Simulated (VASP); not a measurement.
These are LDA (Ceperley-Alder, Perdew-Zunger), VASP's LDA PAW potentials (set 64) (plane waves; VASP) values and carry that method's errors.

Input for VASP

POSCAR:
```
MnS
1
    4.8995126849     2.4439545546     2.4439545546
    2.4439545546     4.8995126849     2.4439545546
    2.4439545546     2.4439545546     4.8995126849
Mn S
2 2
Direct
  0.0000000000   1.0000000000   0.0000000000
  0.5000000000   0.5000000000   0.5000000000
  0.2500000000   0.2500000000   0.2500000000
  0.7500000000   0.7500000000   0.7500000000
```

**KPOINTS**
```
Automatic mesh
0
Gamma
9 9 9
0 0 0
```

INCAR:
```
! general
SYSTEM  = MnS
PREC    = Accurate
ENCUT   = 520   ! plane-wave cut-off (eV)
LREAL   = F
LASPH   = T   ! aspherical one-centre terms

! electronic loop
EDIFF   = 1E-6   ! SCF stop (eV)
NELM    = 100   ! most electronic steps
ALGO    = Normal
LMAXMIX = 4   ! l cut-off of mixed one-centre charges

! smearing
ISMEAR  = 1   ! Methfessel-Paxton
SIGMA   = 0.1   ! width (eV)

! spin
ISPIN   = 2   ! spin-polarised
MAGMOM  = 5.0 -5.0 0.0 0.0

! ions
IBRION  = 2   ! conjugate gradients
NSW     = 60
ISIF    = 3   ! ions, shape and volume
EDIFFG  = -0.02

! output
LWAVE   = F
LCHARG  = F
LORBIT  = 10
```

POTCAR, in this order: Mn_pv S (LDA.64 set). Program: vasp_std.

Q: What does the run give for the energy per atom (σ→0), cell moment, volume per atom, band gap (on the k-mesh)?

A: 
| Item | Value |
|---|---|
| energy per atom (σ→0) | -7652 meV/atom |
| cell moment | 0.00 μB |
| band gap (on the k-mesh) | none (metal, semimetal or under 0.01 eV) |
| volume per atom | 14.83 Å³/atom |

File OSZICAR:
```
...
DAV:   2    -0.306094393372E+02    0.12845E-01   -0.11774E-01  8520   0.420E+00    0.105E+00
DAV:   3    -0.306080727271E+02    0.13666E-02   -0.71033E-03  8380   0.992E-01    0.192E-01
DAV:   4    -0.306076011630E+02    0.47156E-03   -0.36093E-03 10272   0.422E-01    0.124E-01
DAV:   5    -0.306074796431E+02    0.12152E-03   -0.66850E-04  9178   0.284E-01    0.809E-02
DAV:   6    -0.306074613586E+02    0.18284E-04   -0.67290E-05  8829   0.617E-02    0.290E-02
DAV:   7    -0.306074582915E+02    0.30672E-05   -0.63739E-06  9279   0.229E-02    0.146E-02
DAV:   8    -0.306074583678E+02   -0.76378E-07   -0.15132E-06  4884   0.769E-03
   2 F= -.30607458E+02 E0= -.30607730E+02  d E =-.382170E-03  mag=     0.0000
```

The compound is MnS in the rock salt, AFM-II order structure. This run relaxes it. Symmetry was kept, so distortions that lower it aren't found. The start is the result of an earlier pass.
